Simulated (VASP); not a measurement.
Runs of VASP 6.6.1 on HfO2. It takes space group Fm-3m (No. 225, cubic). Conventional cell: a = 5.200 Å, b = 5.200 Å, c = 5.200 Å, α = 90.00°, β = 90.00°, γ = 90.00°. Hf (site symmetry m-3m) has 8 O at 2.25 Å as nearest neighbours. O (site symmetry -43m) is surrounded by 4 Hf at 2.25 Å. The cell was built by a generator and needn't be a form met in nature.

```csv
level,potentials or basis,grid for exact exchange (PRECFOCK),screening parameter,further INCAR settings,gap on the mesh (eV),pressure (GPa)
HSE06,"VASP PAW PBE potentials, release 64 (Hf_pv, O)",Normal,0.2 1/A,ALGO = Normal; EDIFF = 1e-06,5.13,-23.4
PBE,"VASP PAW PBE potentials, release 64 (Hf_pv, O)",-,-,ALGO = Fast; EDIFF = 1e-06,3.60,(a)
LDA,"VASP PAW LDA potentials, release 64 (Hf_pv, O)",-,-,ALGO = Fast; EDIFF = 1e-06,3.40,-28.5
PBEsol,"VASP PAW PBE potentials, release 64 (Hf_pv, O)",-,-,ALGO = Fast; EDIFF = 1e-06,(b),-23.1
```

Alike in all rows: task single point; no spin polarisation; cell as given; k mesh 6 × 6 × 6; cutoff (eV) 700; smearing gaussian 0.05 eV.

Question: Fill in the values left out.

Answer: (a) -16.3; (b) 3.48.

Caveats: spin-orbit coupling is left out, which moves the levels of the heavy elements; so large a pressure means that the cell lies far from this level's equilibrium, or that cutoff or potentials fall short (some runs); the potentials were made for another functional, which shifts forces and pressure (some runs); a pressure of tens of GPa on the cell as given is suspect, and the run, the potentials or the cell itself is likely at fault (some runs).

A k mesh can miss the band edges, and the runs leave out spin-orbit coupling on Hf.
